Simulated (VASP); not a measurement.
```
CuCl
1.0
    0.00000     2.60377     2.60377
    2.60377     0.00000     2.60377
    2.60377     2.60377     0.00000
Cu Cl
1 1
Direct
  0.00000   0.00000   0.00000
  0.25000   0.25000   0.25000
```

All values below come from LDA (Ceperley-Alder, Perdew-Zunger), VASP's LDA PAW potentials (set 64) (plane waves; VASP 6.6.1). Numerical set-up: 400 eV cut-off, 8×8×8 Γ-centred mesh, Gaussian smearing of 0.050 eV, potentials Cu Cl.

Q: Predict the energy per atom (σ→0), band gap (on the k-mesh) with the smallest direct gap where there is one.

A: 
The band gap (on the k-mesh) is 0.66 eV and the smallest direct gap (on the k-mesh) is 0.66 eV. The energy per atom (σ→0) comes out as -3.902 eV/atom.

Only differences to runs with the same potentials and settings are physical.

The compound is CuCl in the zinc blende structure. It was relaxed first, which changed the volume by -11 %. The start is the result of an earlier pass.
